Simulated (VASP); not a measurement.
Method: vdW-DF-cx, VASP's PBE PAW potentials (set 64) (plane waves; VASP).

A VASP calculation is set up with these files.

File POSCAR:
```
BaHfO3
1
    4.1637319729    -0.0000000000     0.0000000000
    0.0000000000     4.1637319729     0.0000000000
   -0.0000000000    -0.0000000000     4.1637319729
Ba Hf O
1 1 3
Direct
  0.0000000000   0.0000000000   0.0000000000
  0.5000000000   0.5000000000   0.5000000000
  0.5000000000   0.0000000000   0.5000000000
  0.0000000000   0.5000000000   0.5000000000
  0.5000000000   0.5000000000   0.0000000000
```

**KPOINTS**
```
k-points along high-symmetry lines
15
Line-mode
Reciprocal
  0.000000   0.000000   0.000000 ! GAMMA
  0.000000   0.500000   0.000000 ! X

  0.000000   0.500000   0.000000 ! X
  0.500000   0.500000   0.000000 ! M

  0.500000   0.500000   0.000000 ! M
  0.000000   0.000000   0.000000 ! GAMMA

  0.000000   0.000000   0.000000 ! GAMMA
  0.500000   0.500000   0.500000 ! R

  0.500000   0.500000   0.500000 ! R
  0.000000   0.500000   0.000000 ! X

  0.500000   0.500000   0.500000 ! R
  0.500000   0.500000   0.000000 ! M
```

INCAR:
```
! general
SYSTEM   = BaHfO3
PREC     = Accurate
ENCUT    = 520
LREAL    = .FALSE.
LASPH    = .TRUE.
ICHARG   = 11

! electronic loop
EDIFF    = 1E-7
NELM     = 100
ALGO     = Normal
LMAXMIX  = 6

! smearing
ISMEAR   = 0
SIGMA    = 0.05

! functional
GGA      = CX
LUSE_VDW = .TRUE.
AGGAC    = 0.0

! output
LWAVE    = .FALSE.
LCHARG   = .FALSE.
LORBIT   = 11
```

POTCAR, in this order: Ba_sv Hf_pv O (PBE.64 set). Program: vasp_std. Read from the step before: CHGCAR.

The resulting files:

### OSZICAR
```
       N       E                     dE             d eps       ncg     rms          rms(c)
DAV:   1     0.240339692503E+03    0.24034E+03   -0.21305E+04  4140   0.161E+03
DAV:   2    -0.194263799768E+02   -0.25977E+03   -0.25440E+03  5331   0.351E+02
DAV:   3    -0.336214974427E+02   -0.14195E+02   -0.14154E+02  5660   0.752E+01
DAV:   4    -0.338987908649E+02   -0.27729E+00   -0.27714E+00  5630   0.102E+01
DAV:   5    -0.339058196211E+02   -0.70288E-02   -0.70276E-02  5925   0.118E+00
DAV:   6    -0.339059922749E+02   -0.17265E-03   -0.17265E-03  5788   0.149E-01
DAV:   7    -0.339059936639E+02   -0.13890E-05   -0.13890E-05  5965   0.140E-02
DAV:   8    -0.339059936865E+02   -0.22625E-07   -0.22674E-07  4096   0.138E-03
   1 F= -.33905994E+02 E0= -.33905994E+02  d E =-.748043E-18
```

### OUTCAR
```
 val. band max:        2.3627142765   @ k =   0.5000   0.5000   0.5000

 cond. band min:       5.9326176955   @ k =   0.0000   0.0000   0.0000



 k-point     1 :       0.0000    0.0000    0.0000
  band No.  band energies     occupation
      1     -26.3656      2.00000
      2     -26.3656      2.00000
      3     -26.3656      2.00000
      4     -22.8107      2.00000
      5     -14.2477      2.00000
      6     -13.6981      2.00000
      7     -13.6981      2.00000
      8      -7.9455      2.00000
      9      -7.9455      2.00000
     10      -7.9455      2.00000
     11       0.7018      2.00000
     12       0.7018      2.00000
     13       0.7018      2.00000
     14       1.3660      2.00000
     15       1.3660      2.00000
     16       1.3660      2.00000
     17       2.1600      2.00000
     18       2.1600      2.00000
     19       2.1600      2.00000
     20       5.9326      0.00000
     21       5.9326      0.00000
     22       5.9326      0.00000
     23       7.0577      0.00000

 k-point     2 :       0.0000    0.0357    0.0000
  band No.  band energies     occupation
      1     -26.3674      2.00000
      2     -26.3656      2.00000
      3     -26.3656      2.00000
      4     -22.8097      2.00000
      5     -14.2456      2.00000
      6     -13.6978      2.00000
      7     -13.6933      2.00000
      8      -7.9444      2.00000
      9      -7.9444      2.00000
     10      -7.9425      2.00000
     11       0.6797      2.00000
     12       0.6980      2.00000
     13       0.6980      2.00000
     14       1.3522      2.00000
     15       1.3522      2.00000
     16       1.3550      2.00000
     17       2.1202      2.00000
     18       2.1537      2.00000
     19       2.1537      2.00000
     20       5.9383      0.00000
     21       5.9659      0.00000
     22       5.9659      0.00000
     23       7.0803      0.00000

 k-point     3 :       0.0000    0.0714    0.0000
  band No.  band energies     occupation
...
```

The density is held fixed in this step, so its total energy and stress have no physical meaning. Unless said otherwise, spin-orbit coupling is left out, though it shifts the bands of the heavy elements here.

The compound is BaHfO3 in the cubic perovskite structure. It was relaxed first.
